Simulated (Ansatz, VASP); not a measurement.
**Cross-check of TiO2 (TiO2 (I4_1/amd)) between VASP and Ansatz**

One calculation is typed for both programs; each brings its own data sets. How far apart do they land? The two relaxations start from unlike cells of this crystal (the structure described is Ansatz's start), so only their ends are compared.

Main program and level: Ansatz 0.2.0; plane waves, with VASP 6.6.1 beside it; relaxation of cell and atoms at LDA.

## (1) The starting structure

Symmetry: I4_1/amd, No. 141, tetragonal system. Conventional cell: a = 3.783 Å, b = 3.783 Å, c = 9.615 Å, α = 90.00°, β = 90.00°, γ = 90.00°. Ti has 6 O at 1.94 to 1.99 Å nearest. Nearest to O lie 3 Ti at 1.94 to 1.99 Å. Farther neighbours and most contacts between anions are not listed.

As a file:

```cif
data_structure
_symmetry_space_group_name_H-M 'P 1'
_symmetry_Int_Tables_number 1
_cell_length_a 5.5015
_cell_length_b 5.5015
_cell_length_c 5.5015
_cell_angle_alpha 139.786
_cell_angle_beta 139.786
_cell_angle_gamma 58.179
_cell_volume 68.78
loop_
_atom_site_label
_atom_site_type_symbol
_atom_site_fract_x
_atom_site_fract_y
_atom_site_fract_z
_atom_site_occupancy
Ti1 Ti 0.00000 0.00000 0.00000 1
Ti2 Ti 0.75000 0.25000 0.50000 1
O3 O 0.95715 0.45715 0.50000 1
O4 O 0.20715 0.20715 0.00000 1
O5 O 0.54285 0.04285 0.50000 1
O6 O 0.79285 0.79285 0.00000 1
```

## (2) VASP: relaxation of cell and atoms, LDA

The relaxed volume is the usual yardstick between codes: in a stiff, nearly cubic crystal its relative difference is about their pressure difference at one cell divided by the bulk modulus.

Lines of VASP's logs that name or quote its potential files are left out, and so is its time.

INCAR

```
SYSTEM = TiO2
PREC = Accurate
ENCUT = 600
EDIFF = 1E-07
NELM = 120
ISMEAR = 0
SIGMA = 0.01
LREAL = .FALSE.
ALGO = Normal
GGA = PW92
NBANDS = 30
LASPH = .TRUE.
LORBIT = 11
LWAVE = .FALSE.
LCHARG = .FALSE.
ISIF = 3
IBRION = 2
NSW = 80
EDIFFG = -0.005
GGA_COMPAT = .FALSE.
NELMIN = 4
EFERMI = MIDGAP
KPAR = 2
```

POSCAR

```
TiO2
1.0
   -1.8720598731      1.8720598731      4.7277529930
    1.8720598731     -1.8720598731      4.7277529930
    1.8720598731      1.8720598731     -4.7277529930
Ti O
2 4
Direct
    0.9999999220      0.9999999740      0.9999999480
    0.7499999220      0.2499999740      0.4999999480
    0.9581633241      0.4581633761      0.4999999480
    0.2081633241      0.2081633761      0.9999999480
    0.5418365199      0.0418365719      0.4999999480
    0.7918365199      0.7918365719      0.9999999480
```

KPOINTS

```
Automatic mesh
0
Gamma
10 10 10
0 0 0
```

Potentials, in the order of the species: Ti_sv and O (LDA family, release 64).

Command:

```
$ mpirun -np 2 vasp_std
```

Numbers of over 12 decimals in the logs are rounded to 6 here.

Log:

```text
[banner, memory and clock lines left out]
running    2 mpi-ranks, on    1 nodes
 distrk:  each k-point on    1 cores,    2 groups
 distr:  one band on    1 cores,    1 groups

 POSCAR found type information on POSCAR TiO
 POSCAR found :  2 types and       6 ions
|                                                                             |
|               ----> ADVICE to this user running VASP <----                  |
|                                                                             |
|     You enforced a specific xc type in the INCAR file but a different       |
|     [... a line on the potential file left out ...]
|     I HOPE YOU KNOW WHAT YOU ARE DOING!                                     |
|                                                                             |

 LDA part: xc-table for (Slater(with rela. corr.)+PW92), standard interpolation
 POSCAR, INCAR and KPOINTS ok, starting setup
 FFT: planning ... GRIDC
 FFT: planning ... GRID_SOFT
 FFT: planning ... GRID
 WAVECAR not read
 entering main loop
       N       E                     dE             d eps       ncg     rms          rms(c)
DAV:   1     0.705218141582E+03    0.70522E+03   -0.26924E+04  6120   0.205E+03
DAV:   2     0.426346874368E+02   -0.66258E+03   -0.63055E+03  6582   0.578E+02
DAV:   3    -0.700933275454E+02   -0.11273E+03   -0.11036E+03  9110   0.212E+02
DAV:   4    -0.752271942284E+02   -0.51339E+01   -0.51274E+01  8700   0.465E+01
DAV:   5    -0.754298759725E+02   -0.20268E+00   -0.20263E+00  8354   0.757E+00    0.327E+01
DAV:   6    -0.594893605697E+02    0.15941E+02   -0.10067E+02  8026   0.979E+01    0.118E+01
DAV:   7    -0.590878590317E+02    0.40150E+00   -0.14903E+01  7846   0.322E+01    0.885E+00
DAV:   8    -0.589896231630E+02    0.98236E-01   -0.29446E+00  7444   0.177E+01    0.349E+00
DAV:   9    -0.588633651783E+02    0.12626E+00   -0.80499E-01  7614   0.864E+00    0.101E+00
DAV:  10    -0.588695135142E+02   -0.61483E-02   -0.95123E-02  7226   0.257E+00    0.459E-01
DAV:  11    -0.588656368990E+02    0.38766E-02   -0.22397E-02  6828   0.959E-01    0.771E-02
DAV:  12    -0.588657587471E+02   -0.12185E-03   -0.16793E-03  7240   0.449E-01    0.130E-01
DAV:  13    -0.588656280884E+02    0.13066E-03   -0.47938E-04  7460   0.241E-01    0.254E-02
DAV:  14    -0.588656279002E+02    0.18826E-06   -0.46952E-05  8644   0.614E-02    0.105E-02
DAV:  15    -0.588656278609E+02    0.39279E-07   -0.76728E-06  8050   0.291E-02    0.389E-03
DAV:  16    -0.588656277565E+02    0.10441E-06   -0.59142E-07  6950   0.834E-03    0.214E-03
DAV:  17    -0.588656277317E+02    0.24830E-07   -0.15897E-07  3682   0.431E-03
   1 F= -.58865628E+02 E0= -.58865628E+02  d E =-.588656E+02
 curvature:   0.00 expect dE= 0.000E+00 dE for cont linesearch  0.000E+00
 trial: gam= 0.00000 g(F)=  0.195E-07 g(S)=  0.276E-04 ort = 0.000E+00 (trialstep = 0.100E+01)
 search vector abs. value=  0.276E-04
 bond charge predicted
       N       E                     dE             d eps       ncg     rms          rms(c)
DAV:   1    -0.588658420525E+02   -0.21430E-03   -0.66634E-03  8568   0.869E-01    0.136E-01
DAV:   2    -0.588656542004E+02    0.18785E-03   -0.75927E-04  7068   0.263E-01    0.527E-02
DAV:   3    -0.588656193107E+02    0.34890E-04   -0.27921E-04  6598   0.103E-01    0.138E-02
DAV:   4    -0.588656199184E+02   -0.60763E-06   -0.50433E-05  8616   0.370E-02    0.113E-02
DAV:   5    -0.588656214792E+02   -0.15608E-05   -0.30247E-06  7398   0.158E-02    0.663E-03
DAV:   6    -0.588656243025E+02   -0.28233E-05   -0.61258E-06  9502   0.102E-02    0.424E-03
DAV:   7    -0.588656245085E+02   -0.20602E-06   -0.34494E-07  6206   0.423E-03    0.258E-03
DAV:   8    -0.588656245841E+02   -0.75604E-07   -0.19359E-07  4982   0.422E-03
   2 F= -.58865625E+02 E0= -.58865625E+02  d E =0.314753E-05
 trial-energy change:    0.000003  1 .order    0.000003   -0.000028    0.000034
 step:   0.4457(harm=  0.4457)  dis= 0.00001  next Energy=   -58.865634 (dE=-0.615E-05)
 bond charge predicted
       N       E                     dE             d eps       ncg     rms          rms(c)
DAV:   1    -0.588657004145E+02   -0.75906E-04   -0.20523E-03  8568   0.482E-01    0.751E-02
DAV:   2    -0.588656431350E+02    0.57280E-04   -0.23402E-04  7108   0.145E-01    0.291E-02
DAV:   3    -0.588656324354E+02    0.10700E-04   -0.85113E-05  6570   0.571E-02    0.752E-03
DAV:   4    -0.588656326559E+02   -0.22056E-06   -0.15313E-05  8540   0.202E-02    0.620E-03
DAV:   5    -0.588656331312E+02   -0.47523E-06   -0.92321E-07  7176   0.875E-03    0.367E-03
DAV:   6    -0.588656339930E+02   -0.86186E-06   -0.18867E-06  9418   0.572E-03    0.232E-03
DAV:   7    -0.588656340543E+02   -0.61217E-07   -0.80332E-08  3100   0.233E-03
   3 F= -.58865634E+02 E0= -.58865634E+02  d E =-.632260E-05
 curvature:  -0.22 expect dE=-0.337E-06 dE for cont linesearch -0.736E-07
 trial: gam= 0.00000 g(F)=  0.561E-06 g(S)=  0.952E-06 ort =-0.302E-05 (trialstep = 0.889E+00)
 search vector abs. value=  0.151E-05
 reached required accuracy - stopping structural energy minimisation
```

From OUTCAR (step 2):

```text
ion  position               nearest neighbor table
   1  1.000  1.000  1.000-   3 1.91   5 1.91   5 1.91   3 1.91   6 1.97   4 1.97
   2  0.750  0.250  0.500-   4 1.91   6 1.91   6 1.91   4 1.91   5 1.97   3 1.97
   3  0.958  0.458  0.500-   1 1.91   1 1.91   2 1.97
   4  0.208  0.208  1.000-   2 1.91   2 1.91   1 1.97
   5  0.542  0.042  0.500-   1 1.91   1 1.91   2 1.97
   6  0.792  0.792  1.000-   2 1.91   2 1.91   1 1.97

  LATTYP: Found a body centered tetragonal cell.
 ALAT       =     3.7441197462
 C/A-ratio  =     2.5254283054

 Subroutine GETGRP returns: Found 16 space group operations
 (whereof  8 operations were pure point group operations)

The static configuration has the point symmetry D_2d.
 The point group associated with its full space group is D_4h.

 Found    102 irreducible k-points:

   k-points           NKPTS =    102   k-points in BZ     NKDIM =    102   number of bands    NBANDS=     30

   dimension x,y,z NGX =    48 NGY =   48 NGZ =   48
   dimension x,y,z NGXF=    96 NGYF=   96 NGZF=   96

   ENCUT  =  600.0 eV  44.10 Ry    6.64 a.u.  10.82 10.82 10.82*2*pi/ulx,y,z

   NELECT =      48.0000    total number of electrons

 k-points in reciprocal lattice and weights: Automatic mesh
   0.00000000  0.00000000  0.00000000       0.001
   0.10000000  0.00000000 -0.00000000       0.008
   0.20000000  0.00000000 -0.00000000       0.008
   0.30000000 -0.00000000  0.00000000       0.008
   0.40000000 -0.00000000  0.00000000       0.008
   0.50000000  0.00000000 -0.00000000       0.004
   0.10000000  0.10000000 -0.00000000       0.008
   0.20000000  0.10000000  0.00000000       0.016
   0.30000000  0.10000000 -0.00000000       0.016
[...]
-0.40000000 -0.40000000  0.40000000       0.002
   0.50000000  0.50000000  0.50000000       0.001

 average (electrostatic) potential at core
       1 -76.9111       2 -76.9111       3 -71.2687       4 -71.2687       5 -71.2687
       6 -71.2687

 E-fermi :   4.3699

 k-point     1 :       0.0000    0.0000    0.0000
  band No.  band energies     occupation
    ...
     20       2.5555      2.00000
     21       2.5771      2.00000
     22       2.5771      2.00000
     23       2.8389      2.00000
     24       2.8389      2.00000
     25       5.4016      0.00000
     26       6.2001      0.00000
     27       7.4099      0.00000
     28       7.4099      0.00000
     29       7.4407      0.00000
    ...

 k-point     2 :       0.1000    0.0000   -0.0000
  band No.  band energies     occupation
    ...
     20       2.3281      2.00000
     21       2.5056      2.00000
     22       2.5526      2.00000
     23       2.6826      2.00000
     24       2.8656      2.00000
     25       5.6638      0.00000
     26       6.2405      0.00000
     27       7.1188      0.00000
     28       7.2541      0.00000
     29       7.3759      0.00000
    ...

 k-point     3 :       0.2000    0.0000   -0.0000
  band No.  band energies     occupation
    ...
     20       1.8208      2.00000
     21       2.1251      2.00000
     22       2.5277      2.00000
     23       2.5882      2.00000
     24       2.8500      2.00000
     25       6.1787      0.00000
     26       6.3994      0.00000
     27       6.7808      0.00000
     28       7.0420      0.00000
     29       7.3185      0.00000
    ...

  Total       -0.0017113     -0.0017113     -0.0106097      0.0000000      0.0000000      0.0000000
  in kB       -0.0413549     -0.0413549     -0.2563928      0.0000000      0.0000000      0.0000000
  external PRESSURE =      -0.1130342 kB  Pullay stress =       0.0000000 kB

  energy-cutoff  :      600.00
  volume of cell :       66.30
      direct lattice vectors                 reciprocal lattice vectors
    -1.872312271  1.872312271  4.728167643     0.000000000  0.267049470  0.105749211
     1.872312271 -1.872312271  4.728167643     0.267049470  0.000000000  0.105749211
     1.872312271  1.872312271 -4.728167643     0.267049470  0.267049470  0.000000000

 POSITION                                       TOTAL-FORCE (eV/Angst)
 -----------------------------------------------------------------------------------
      1.87231      1.87231      4.72817        -0.000000      0.000000      0.000000
      0.00000      1.87231      2.36408         0.000000     -0.000000      0.000000
      0.00000      1.87231      4.33254        -0.000000      0.000000     -0.001705
      1.87231      1.87231     -2.75971         0.000000     -0.000000     -0.001705
     -0.00000      1.87231      0.39563        -0.000000      0.000000      0.001705
      1.87231      1.87231      2.75971         0.000000     -0.000000      0.001705
 -----------------------------------------------------------------------------------
    total drift:                               -0.000029      0.000631      0.001016

  FREE ENERGIE OF THE ION-ELECTRON SYSTEM (eV)
  ---------------------------------------------------
  free  energy   TOTEN  =       -58.8656340543 eV

  energy  without entropy=      -58.8656340543  energy(sigma->0) =      -58.86563405

 reached required accuracy - stopping structural energy minimisation

 total charge
# of ion       s       p       d       tot
------------------------------------------
    1        2.237   6.327   1.816  10.379
    2        2.237   6.327   1.816  10.379
    3        1.559   3.500   0.000   5.059
    4        1.559   3.500   0.000   5.059
    5        1.559   3.500   0.000   5.059
    6        1.559   3.500   0.000   5.059
--------------------------------------------------
tot         10.711  26.653   3.632  40.995

[... 3 further parts left out ...]
```

This run has no spin polarisation, so a moment on Ti, if there is one, isn't seen. The run keeps the 16 symmetry operations of its start, so it cannot find a distortion of lower symmetry.

(Continued in part 2 of 2.)

[Lines on the potential files, build, host, timing and source positions are cut from VASP's logs without a mark.]

[Logs are printed without paths, hosts, clocks, repeated set-up lines and the standing remarks that a program may print on its own settings, such as how far it seeks lower states.]

[Hosts, paths, dates, database ids (printed as entryN), source tags and the programs' standing remarks are cut or masked in the printed files.]
